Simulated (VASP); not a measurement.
Here is the system:

```yaml
crystal:
  lattice:
    - [0.00000, 3.42976, 3.42976]
    - [3.42976, 0.00000, 3.42976]
    - [3.42976, 3.42976, 0.00000]
  atoms:
    - { symbol: Mg, position: [0.25000, 0.25000, 0.25000] }
    - { symbol: Mg, position: [0.75000, 0.75000, 0.75000] }
    - { symbol: Sn, position: [0.00000, 0.00000, 0.00000] }
```

These are revPBE GGA, VASP's PBE PAW potentials (set 64) (plane waves; VASP) values and carry that method's errors. Run with 520 eV cut-off, Gaussian smearing of 0.050 eV, potentials Mg Sn_d.

Q: Give the energies of bands 7 to 12 at the high-symmetry points, in eV from the Fermi level.

A: 
```tsv
band	Γ	X	U	L	W
7	0.08	-4.38	-3.98	-4.58	-3.59
8	0.08	-1.95	-3.35	-0.72	-3.59
9	0.08	-1.95	-1.64	-0.72	-2.51
10	1.33	-0.10	0.46	0.64	2.73
11	2.17	0.30	2.63	2.27	2.96
12	2.17	7.12	5.26	2.27	2.96
```

It has no gap at this level: it comes out as a metal or semimetal.

Measured: gap 0.36 eV (computed value off by -0.36 eV), as given by Byungki Ryu et al., Journal of the Korean Physical Society (2019), arXiv:1905.06140.

The compound is Mg2Sn in the antifluorite structure. It was relaxed first.
